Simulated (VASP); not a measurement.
The input files of a VASP run:

File KPOINTS:
```
Automatic mesh
0
Gamma
16 16 16
0 0 0
```

### POSCAR
```
W
1
   -1.5493094911     1.5493094911     1.5493094911
    1.5493094911    -1.5493094911     1.5493094911
    1.5493094911     1.5493094911    -1.5493094911
W
1
Direct
  0.0000000000   0.0000000000   1.0000000000
```

### INCAR
```
# general
SYSTEM   =  W
PREC     =  Accurate
ENCUT    =  500
LREAL    =  .FALSE.   # projection in real space or not
LASPH    =  .TRUE.

# electronic loop
EDIFF    =  1E-6
NELM     =  100
ALGO     =  Normal   # blocked Davidson
LMAXMIX  =  6

# smearing
ISMEAR   =  1
SIGMA    =  0.1   # width (eV)

# functional
GGA      =  PS

# ions
IBRION   =  2   # conjugate gradients
NSW      =  40   # most ionic steps
ISIF     =  3   # ions, shape and volume
EDIFFG   =  -0.02   # ionic stop
PSTRESS  =  200   # kbar

# output
LWAVE    =  .FALSE.
LCHARG   =  .FALSE.
```

POTCAR, in this order: W_sv (PBE.64 set). Program: vasp_std.

Write an equivalent input for Ansatz.

One equivalent input (not run):
Ansatz 0.2 input:
```yaml
crystal:
  lattice:
    - [-1.5493095, 1.5493095, 1.5493095]
    - [1.5493095, -1.5493095, 1.5493095]
    - [1.5493095, 1.5493095, -1.5493095]
  atoms:
    - { symbol: W, position: [0.0000000, 0.0000000, 1.0000000] }
kpoints:
  mp_grid: { grid: [16, 16, 16] }
hamiltonian:
  xc: pbesol
  pseudopotentials: { kind: paw }
scf:
  occupations: { method: methfessel_paxton, width: 0.1 }
  max_iter: 100
relax:
  max_steps: 40
  f_tol: 0.02
  cell: { p_target: 20 }
output: { forces: true, stress: true, eigenvalues: true }
```
What does not carry over: each code has its own PAW files, so the cut-off isn't converted (ENCUT is set for VASP's; basis.ecutwfc is left out, and Ansatz then takes the one that its files recommend); Ansatz stops its SCF on the density residual and VASP on the energy change (EDIFF).

The compound is W in the bcc structure. It was relaxed first under an external pressure of 20 GPa.
